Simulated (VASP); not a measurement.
OSZICAR of a VASP run on LiCl (space group Fm-3m):

OSZICAR:
```
       N       E                     dE             d eps       ncg     rms          rms(c)
DAV:   1     0.407910506539E+02    0.40791E+02   -0.40916E+03   522   0.999E+02
DAV:   2    -0.556891152296E+01   -0.46360E+02   -0.44557E+02   695   0.161E+02
DAV:   3    -0.741984804219E+01   -0.18509E+01   -0.18496E+01   680   0.374E+01
DAV:   4    -0.745182694639E+01   -0.31979E-01   -0.31940E-01   821   0.504E+00
DAV:   5    -0.745217916603E+01   -0.35222E-03   -0.35221E-03   695   0.463E-01    0.238E+00
DAV:   6    -0.738058310906E+01    0.71596E-01   -0.17578E-01   600   0.244E+00    0.171E+00
DAV:   7    -0.738232210798E+01   -0.17390E-02   -0.57945E-02   753   0.155E+00    0.924E-01
DAV:   8    -0.738668335193E+01   -0.43612E-02   -0.87482E-03   594   0.787E-01    0.140E-01
DAV:   9    -0.738667311686E+01    0.10235E-04   -0.30509E-04   674   0.157E-01    0.432E-02
DAV:  10    -0.738673955738E+01   -0.66441E-04   -0.11953E-04   565   0.987E-02    0.238E-02
DAV:  11    -0.738674579060E+01   -0.62332E-05   -0.58908E-06   799   0.228E-02    0.494E-03
DAV:  12    -0.738674732385E+01   -0.15333E-05   -0.43672E-07   539   0.606E-03    0.306E-03
DAV:  13    -0.738674671292E+01    0.61093E-06   -0.13518E-07   274   0.334E-03
   1 F= -.73867467E+01 E0= -.73867467E+01  d E =-.738675E+01
```

**Question.** Which electronic solver shows in the log?

**Answer.** It is blocked Davidson (ALGO = Normal, or the opening steps of other solvers). The INCAR had ALGO = Normal.

**Question.** Can the final energy be trusted as converged?

**Answer.** The calculation finished and met its thresholds. It stopped with EDIFF = 1E-6, NELM = 100, NSW = 60 and EDIFFG = -0.01 after 1 ionic step (PBE GGA, plane waves, VASP's PBE PAW potentials (set 64)).

The structure comes from a computed database's LiCl entry (Fm-3m); how it stands against other phases isn't given here. It was relaxed first. The start is the result of an earlier pass.
